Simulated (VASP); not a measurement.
## A single sheet of SnSe2: relaxation and electronic structure

How does a single sheet of SnSe2 behave as a surface?

Program: VASP 6.6.1. Level of theory: LDA; plane waves and PAW (Se, Sn). Results are calculated unless marked as measured.

Most raw output is cut from this account.

**1. Starting point**

The cell holds 3 atoms: 2 Se and 1 Sn. Cell: a = 3.811 Å, b = 3.811 Å, c = 18.056 Å, α = 90.0°, β = 90.0°, γ = 120.0°. It derives from SnSe2. 1 sheet cut from a layered arrangement of the crystal. Vacuum lies along c.

**2. Surface relaxation**

All atoms relax at the fixed cell.

Input file INCAR:

```
SYSTEM = SnSe2
PREC = Normal
ENCUT = 300
EDIFF = 1E-05
NELM = 120
ISMEAR = 0
SIGMA = 0.05
LREAL = .FALSE.
ALGO = Fast
GGA = CA
NBANDS = 14
LORBIT = 11
LWAVE = .FALSE.
LCHARG = .FALSE.
KPAR = 2
IBRION = 2
NSW = 40
ISIF = 2
EDIFFG = -0.03
POTIM = 0.4
MAXMIX = 40
IDIPOL = 3
LDIPOL = .TRUE.
DIPOL = 0.5 0.5 0.5
```

Input file POSCAR:

```
SnSe2
1.0
    3.8110000000      0.0000000000      0.0000000000
   -1.9055000000      3.3004228140      0.0000000000
    0.0000000000      0.0000000000     18.0557280000
Se Sn
2 1
Direct
    0.3333333330      0.6666666670      0.5846193520
    0.6666666670      0.3333333330      0.4153806480
    0.0000000000      0.0000000000      0.5000000000
```

Input file KPOINTS:

```
Automatic mesh
0
Gamma
9 9 1
0 0 0
```

Potentials, in the order of the species: Se and Sn (LDA family, release 64).

Started as:

```
$ mpirun -np 2 vasp_std
```

It took 4.8 s on 2 MPI ranks of Intel Xeon 6975P-C (Granite Rapids), shared host; peak memory 0.28 GiB.

The gap is read on the k-mesh alone, so it is an upper bound where the band edges lie off the mesh. The data set Sn keeps the semicore shell frozen, which is cheaper and a little less accurate. The run keeps the 12 symmetry operations of its start, so it cannot find a distortion of lower symmetry.

The steps of the relaxation:

```tsv
step	energy less that of the first step (eV)	largest force (eV/Å)
1	0.0000	0.3929
2	-0.0096	0.2342
3	-0.0150	0.0375
4	-0.0151	0.0030
```

The atoms that moved most (Å):

```tsv
atom	dx	dy	dz	length
Se1	0.000	0.000	0.038	0.038
Se2	0.000	0.000	-0.038	0.038
```

Final coordinates:

```xyz
3
Lattice="3.8110 0.0000 0.0000 -1.9055 3.3004 0.0000 0.0000 0.0000 18.0557" Properties=species:S:1:pos:R:3
Se    0.0000    2.2003   10.5937
Se    1.9055    1.1001    7.4620
Sn    0.0000    0.0000    9.0279
```

Numbers from this step:

```yaml
electronic_cycles: 30
electrons: 16
free_energy_toten: -13.67 eV
fermi_energy: -2.826 eV
labelled_metallic_from_the_levels_on_this_mesh: no
dipole_moment: 0, 0, 0 e·Å
gap_on_the_k_mesh: 0.8062 eV
least_direct_gap_on_the_k_mesh: 1.128 eV
```

The run ended after 4 ionic steps, 0.015 eV below its first step, once the forces on the free atoms met EDIFFG = -0.03.

Only the dipole across the slab is computed (IDIPOL = 3); zeros along the plane are no results.

**3. Potential and states of the slab**

A static run writes the electrostatic potential without exchange and correlation (LVHAR), which is flat in the vacuum and gives the level to count from. The dipole correction cancels the field that unlike faces would set up across the vacuum.

Input file INCAR:

```
SYSTEM = SnSe2
PREC = Normal
ENCUT = 300
EDIFF = 1E-06
NELM = 120
ISMEAR = 0
SIGMA = 0.05
LREAL = .FALSE.
ALGO = Fast
GGA = CA
NBANDS = 21
LORBIT = 11
LWAVE = .FALSE.
LCHARG = .TRUE.
IDIPOL = 3
LDIPOL = .TRUE.
DIPOL = 0.5 0.5 0.5
LVHAR = .TRUE.
LVACPOTAV = .TRUE.
LELF = .TRUE.
NEDOS = 1500
```

Input file POSCAR:

```
SnSe2
1.0
    3.8110000000      0.0000000000      0.0000000000
   -1.9055000000      3.3004228140      0.0000000000
    0.0000000000      0.0000000000     18.0557280000
Se Sn
2 1
Direct
    0.3333333330      0.6666666670      0.5867236520
    0.6666666670      0.3333333330      0.4132763480
    0.0000000000      0.0000000000      0.5000000000
```

KPOINTS is that of step 2.

Input file KPOINTS_OPT:

```
Line mode
14
Line-mode
Reciprocal
  0.00000000   0.00000000   0.00000000 GAMMA
  0.50000000   0.00000000   0.00000000 M

  0.50000000   0.00000000   0.00000000 M
  0.33333333   0.33333333   0.00000000 K

  0.33333333   0.33333333   0.00000000 K
  0.00000000   0.00000000   0.00000000 GAMMA
```

Started as:

```
$ mpirun -np 2 vasp_std
```

It took 10 s on 2 MPI ranks; peak memory 0.27 GiB.

Numbers from this step:

* electronic cycles: 20
* Fermi energy: -2.843 eV
* least gap on mesh and path: 0.7455 eV
* least direct gap on mesh and path: 1.084 eV
* vacuum levels: 3.168, 3.168 eV
* ionisation potentials of the upper and lower face: 6.241, 6.241 eV
* electron affinities of the upper and lower face: 5.496, 5.496 eV

The electronic bands at the labelled points (eV, zero at the valence-band top; v1 is the highest filled band, c1 the lowest empty one):

```tsv
point	v4	v3	v2	v1	c1	c2	c3	c4
Γ	-0.52	-0.52	-0.09	-0.09	1.55	2.95	4.56	4.56
0.46 of the way	-1.82	-1.56	-0.85	-0.07	1.97	3.98	5.43	5.46
M	-2.33	-2.33	-0.71	-0.34	0.75	4.00	5.43	5.59
0.46 of the way	-3.12	-2.55	-0.86	-0.67	1.51	5.03	5.32	5.67
K	-3.77	-3.37	-0.84	-0.84	1.88	5.31	5.31	6.67
0.46 of the way	-2.98	-1.64	-1.07	-0.45	2.19	4.67	5.25	5.67
Γ	-0.52	-0.52	-0.09	-0.09	1.55	2.95	4.56	4.56
```

Of the projections kept (Se, Sn), the largest for each band there; the rest of the weight can lie on other orbitals:

```tsv
point	v4	v3	v2	v1	c1	c2	c3	c4
Γ	Se 0.73	Se 0.73	Se 0.87	Se 0.87	Se 0.56	Sn 0.69	Sn 0.76	Sn 0.76
M	Se 0.58	Se 0.67	Se 0.88	Se 0.89	Se 0.51	Sn 0.55	Sn 0.58	Sn 0.59
K	Se 0.59	Se 0.55	Se 0.89	Se 0.89	Se 0.60	Sn 0.52	Sn 0.52	Sn 0.63
Γ	Se 0.73	Se 0.73	Se 0.87	Se 0.87	Se 0.56	Sn 0.69	Sn 0.76	Sn 0.76
```

The density of states has structure finer than the step of the table below, so its rows give means over 1 eV, whole bins alone (the curve runs from -12.0 to 8.69 eV). Peaks (eV: height): total -11.7: 9.08, -0.5: 8.31, 7.1: 6.87, 8.2: 7.47; Se s -11.7: 6.54; Se p -2.3: 2.46, -0.8: 3.47, -0.7: 3.30, -0.5: 4.57; Se d 5.4: 0.324, 6.2: 0.331, 6.9: 0.286, 8.2: 0.373; Sn s -7.1: 2.24, -6.9: 1.44, -6.3: 1.29, 2.0: 0.928.

Means over bins of 0.074 eV. Density of states against energy, zero at the valence-band top; means over each step; values in states/eV/cell:

```tsv
energy (eV)	total	Se s	Se p	Se d	Sn s	Sn p	Sn d
-11	0.00224	0.00163	8.0e-6	0	1.6e-5	5.8e-5	4.0e-5
-10	0	0	0	0	0	0	0
-9	0	0	0	0	0	0	0
-8	1.4e-5	0	0	0	9.0e-6	0	0
-7	1.17	0.0790	0.149	0.00885	0.678	0.00292	0.00459
-6	0.835	0.154	0.107	0.00326	0.385	0.00168	0.00286
-5	0.0478	0.00113	0.0141	1.8e-4	3.6e-5	0.0127	6.8e-5
-4	1.39	0.0284	0.428	0.00639	6.8e-4	0.348	0.0128
-3	1.86	0.0305	0.639	0.0117	0.00789	0.446	0.0246
-2	2.13	0.0301	0.847	0.0117	0.00844	0.439	0.0303
-1	3.19	0.0133	1.62	0.00665	0.0113	0.148	0.135
0	1.43	0.00122	0.810	0.00212	3.6e-4	0.0152	0.0850
1	0.655	0.00599	0.204	0.0121	0.159	0.0149	0.0166
2	1.35	0.0174	0.519	0.0169	0.321	0.0271	0.0208
3	0.0355	0.00413	0.00188	0.00109	6.0e-4	0.0126	6.4e-5
4	1.04	0.0764	0.113	0.0380	0.00604	0.346	0.00526
5	3.10	0.0879	0.459	0.156	0.00587	0.995	0.0317
6	3.50	0.0356	0.434	0.197	0.00529	0.716	0.188
7	2.21	0.00685	0.142	0.108	0.00492	0.0920	0.172
8	3.17	0.0156	0.176	0.128	0.00678	0.0681	0.182
```

Zero at the Fermi level. The planar average of the electrostatic potential by height:

```tsv
height (Å)	planar average of the electrostatic potential (eV)
0	6.01
1	6.01
2	6.01
3	6.01
4	6.01
5	5.98
6	5.46
7	-3.55
8	-6.03
9	-7.90
10	-5.79
11	-4.25
12	5.36
13	5.98
14	6.01
15	6.01
16	6.01
17	6.01
```

Density of states in the PAW spheres, an atom over height of the layer and energy from the Fermi level.

Ten even steps from '0' (0.00 states/eV) to '9' (1.38 states/eV), each cell a mean:
```
000
000
303
929
727
212
222
343
343
232
121
121
232
111
000
000
020
020
131
040
161
000
```
Columns: height of the layer (Å) from 7.5 to 10.6; rows upwards: energy from the Fermi level (eV) from -7.9 to 0.5.

ELF in the ca plane at fractional y = 0.000, with atoms of Sn within 0.2 Å of it. It is the smooth field of the valence electrons, not physical close to the nuclei.

Values, 5 rows by 16 columns, each cell a mean:
```
0.00 0.00 0.00 0.00 0.00 0.03 0.19 0.68 0.73 0.28 0.05 0.01 0.00 0.00 0.00 0.00
0.00 0.00 0.00 0.00 0.08 0.30 0.60 0.54 0.50 0.62 0.38 0.05 0.02 0.00 0.00 0.00
0.00 0.00 0.00 0.01 0.09 0.46 0.74 0.45 0.34 0.73 0.56 0.09 0.03 0.00 0.00 0.00
0.00 0.00 0.00 0.00 0.01 0.19 0.47 0.60 0.60 0.50 0.26 0.09 0.00 0.00 0.00 0.00
0.00 0.00 0.00 0.00 0.00 0.02 0.14 0.69 0.74 0.24 0.02 0.00 0.00 0.00 0.00 0.00
```
Columns run along c (18.1 Å), rows up along a (3.8 Å). Atoms in or near the plane, at fractional coordinates: Sn at (0.50, 0.00).

Electrostatic potential energy in the ca plane at fractional y = 0.000, with atoms of Sn within 0.2 Å of it. With pseudopotentials it is smooth inside the atoms' cores, unlike the true potential.

Ten even steps from '0' (-30 eV) to '9' (3 eV), each cell a mean:
```
99999999999999999985000027999999999999999999
99999999999999999987300158999999999999999999
99999999999999999888755688899999999999999999
99999999999999999878888887789999999999999999
99999999999999999878888887789999999999999999
99999999999999999888877888889999999999999999
99999999999999999988532478999999999999999999
99999999999999999986100048999999999999999999
99999999999999999984000027999999999999999999
```
Columns run along c (18.1 Å; values clipped at the 3rd and 97th percentile), rows up along a (3.8 Å). Atoms in or near the plane, at fractional coordinates: Sn at (0.50, 0.00).

Valence density in the ca plane at fractional y = 0.000, with atoms of Sn within 0.2 Å of it. It is the smooth field of the valence electrons, not physical close to the nuclei.

Values in e/Å³, 5 rows by 16 columns, each cell a mean:
```
0.00 0.00 0.00 0.00 0.00 0.01 0.08 0.17 0.15 0.11 0.02 0.00 0.00 0.00 0.00 0.00
0.00 0.00 0.00 0.00 0.00 0.03 0.19 0.22 0.21 0.21 0.05 0.00 0.00 0.00 0.00 0.00
0.00 0.00 0.00 0.00 0.00 0.05 0.28 0.20 0.17 0.30 0.08 0.00 0.00 0.00 0.00 0.00
0.00 0.00 0.00 0.00 0.00 0.03 0.15 0.23 0.22 0.18 0.04 0.00 0.00 0.00 0.00 0.00
0.00 0.00 0.00 0.00 0.00 0.01 0.07 0.14 0.10 0.10 0.01 0.00 0.00 0.00 0.00 0.00
```
Columns run along c (18.1 Å), rows up along a (3.8 Å). Atoms in or near the plane, at fractional coordinates: Sn at (0.50, 0.00).

The map of layer states is cut here 0.5 eV above the Fermi level, so it leaves out the states above that.

The vacuum level lies 6.24 eV above the highest filled level at the upper face; both faces agree, as the slab has next to no dipole.

The program found no field-free point at its default tolerance, but its printed level agrees with the flat part of the planar average.

**4. Putting the energies together**

This step: slab, LDA; plane waves and PAW (VASP 6.6.1).

This step runs nothing: it gathers the runs above.

This step gave:

```yaml
ionisation_potential_at_the_upper_face: 6.241 eV
```

**5. What came out**

```json
{"ionisation potential of the slab": "6.24 eV"}
```

The ionisation potential is 6.24 eV at both faces. The atom that ends on top (Se) moved outwards by 0.04 Å, counted from the mean of all atoms. Semilocal band edges put the ionisation potential too low and the gap too small. The cell in the plane was kept as given and was not relaxed here. The slab has a gap, so the level below the vacuum is counted from the highest filled level.

[Lines on the potential files, build, host, timing and source positions are cut from VASP's logs without a mark.]

[Logs are printed without paths, hosts, clocks, repeated set-up lines and the standing remarks that a program may print on its own settings, such as how far it seeks lower states.]

[Hosts, paths, dates, database ids (printed as entryN), source tags and the programs' standing remarks are cut or masked in the printed files.]

[In band tables of VASP the shares of atoms and orbitals are scaled to a sum of 1 inside the atoms' spheres.]

[Runs that stopped without an error message from VASP are left out.]
